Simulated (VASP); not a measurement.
Here is the system:

```xyz
3
Lattice="3.6364 0.0000 0.0000 -1.8182 3.1492 0.0000 0.0000 0.0000 5.7248" Properties=species:S:1:pos:R:3 pbc="T T T"
Zr     0.0000     0.0000     0.0000
S      0.0000     2.0995     1.4312
S      1.8182     1.0497     4.2936
```

Calculation: PBE GGA with D3 dispersion (Becke-Johnson damping), VASP's PBE PAW potentials (set 64) (plane waves; VASP). Run with PREC = Normal, EDIFF = 1E-5, 400 eV cut-off, 9×9×5 Γ-centred mesh, Gaussian smearing of 0.050 eV, potentials Zr_sv S.

**Question.** The ions are relaxed. Which structure does the run end with?

**Answer.** 
```xyz
3
Lattice="3.6364 0.0000 0.0000 -1.8182 3.1492 0.0000 0.0000 0.0000 5.7248" Properties=species:S:1:pos:R:3 pbc="T T T"
Zr     0.0000     0.0000     0.0000
S      0.0000     2.0995     1.4605
S      1.8182     1.0497     4.2643
```
Space group P-3m1 (164), at a tolerance of 0.03 Å.

**Question.** How much energy does the relaxation gain?

**Answer.** The energy (σ→0) changes by -3.5 meV/atom, in 3 ionic steps.

The compound is ZrS2 in the 1T layered structure. This run relaxes the ions in a fixed cell. Symmetry was kept, so distortions that lower it aren't found.
